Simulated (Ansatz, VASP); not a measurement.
**One calculation of BiAs, two programs**

```xyz
2
Lattice="3.4248 0.0000 0.0000 0.0000 3.4248 0.0000 0.0000 0.0000 3.4248" Properties=species:S:1:pos:R:3 pbc="T T T"
Bi    0.0000    0.0000    0.0000
As    1.7124    1.7124    1.7124
```

Change from the starting cell: volume scaled by 0.84, PAW files.

Alike in both runs: task single point; functional PBEsol; k mesh 12 × 12 × 12; occupations fermi-dirac, width 0.08 eV; no spin polarisation.

|  | VASP | Ansatz |
| --- | --- | --- |
| version | VASP 6.6.1 | Ansatz 0.2.0 |
| potentials or method | VASP PAW PBE potentials, release 64 (Bi_d, As) | PAW with Ansatz's default frozen-core files, scalar-relativistic |
| plane-wave cutoff (eV) | 520 | 420 |
| valence electrons in the cell | 20 | 30 |

VASP gave:

```
pressure (GPa) : 19.7
```

Task: Which values does Ansatz return?

Result: Pressure (GPa): 19.4.

The two sets of potentials don't hold the same shells in valence.

Caveats: so large a pressure means that the cell lies far from this level's equilibrium, or that cutoff or potentials fall short (VASP); the potentials were made for another functional, which shifts forces and pressure (VASP).
